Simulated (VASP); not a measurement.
Consider the following.

```
CELL_PARAMETERS angstrom
     -2.07940     2.07940     2.07940
      2.07940    -2.07940     2.07940
      2.07940     2.07940    -2.07940
ATOMIC_POSITIONS crystal
  Na 0.00000 0.00000 0.00000
```

Method: PBE GGA, VASP's PBE PAW potentials (set 64) (plane waves; VASP). Numerical set-up: 480 eV cut-off, 12×12×12 Γ-centred mesh, first-order Methfessel-Paxton smearing of 0.10 eV, potentials Na_pv.

Each relaxation starts from this cell; other phases were not tried.

Task: The cell is relaxed at 10 GPa. What happens?

Result: The volume per atom goes from 35.96 to 22.29 Å³ (-38.0 %), and the cell becomes a = b = c = 3.5458 Å, α = β = γ = 90.00°, space group Im-3m.

Task: The cell is relaxed at 30 GPa. What happens?

Result: The volume per atom goes from 35.96 to 16.25 Å³ (-54.8 %), and the cell becomes a = 3.191 Å, b = 3.191 Å, c = 3.191 Å, α = 90.00°, β = 90.00°, γ = 90.00°, space group Im-3m.

Failed runs are left out, and for metals the shear rows, which the mesh's noise covers.

The compound is Na in the bcc structure.
